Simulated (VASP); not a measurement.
These are r2SCAN meta-GGA, VASP's PBE PAW potentials (set 64) (plane waves; VASP) values and carry that method's errors.

VASP ran on this input.

**POSCAR**
```
Tb
1
    1.7983595134    -3.1148495766     0.0000000000
    1.7983595134     3.1148495766     0.0000000000
    0.0000000000     0.0000000000     5.4901839595
Tb
2
Direct
  0.3333330000   0.6666670000   0.2500000000
  0.6666670000   0.3333330000   0.7500000000
```

### KPOINTS
```
Automatic mesh
0
G
11 11 7
```

INCAR:
```
SYSTEM = Tb
PREC = Accurate
ENCUT = 520
EDIFF = 1E-7
NELM = 100
ALGO = Normal
LREAL = .FALSE.
LASPH = .TRUE.
ISMEAR = 1
SIGMA = 0.1
METAGGA = R2SCAN
LMIXTAU = .TRUE.
LMAXMIX = 6
LWAVE = .FALSE.
LCHARG = .FALSE.
ISIF = 4
IBRION = 2
NSW = 30
EDIFFG = -0.01
```

POTCAR, in this order: Tb_3 (PBE.64 set). Program: vasp_std.

The 4f electrons are frozen in the core of the lanthanide potential, so 4f levels, which can set the real gap, and their magnetism are missing.

Problem. Predict the energy per atom (σ→0), band gap (on the k-mesh).

Solution. 
The energy per atom (σ→0) comes out as -31.199 eV/atom. The band gap (on the k-mesh) is none (metal, semimetal or under 0.01 eV).

**OSZICAR**
```
...
DAV:   2    -0.623982519394E+02    0.39662E-02   -0.65502E-03  1959   0.674E-01    0.240E-01
DAV:   3    -0.623980739456E+02    0.17799E-03   -0.11243E-03  1882   0.356E-01    0.101E-01
DAV:   4    -0.623978895184E+02    0.18443E-03   -0.70591E-04  2025   0.209E-01    0.499E-02
DAV:   5    -0.623979380225E+02   -0.48504E-04   -0.19507E-04  1694   0.141E-01    0.358E-02
DAV:   6    -0.623979480734E+02   -0.10051E-04   -0.24531E-05  1995   0.511E-02    0.146E-02
DAV:   7    -0.623979466495E+02    0.14239E-05   -0.97858E-06  1934   0.288E-02    0.437E-03
DAV:   8    -0.623979466407E+02    0.87905E-08   -0.80972E-07  1814   0.900E-03
   3 F= -.62397947E+02 E0= -.62397515E+02  d E =-.455974E-02
```

The compound is Tb in the hcp structure. This cell is one point of a volume scan, at 0.94 of the reference volume. Symmetry was kept, so distortions that lower it aren't found.
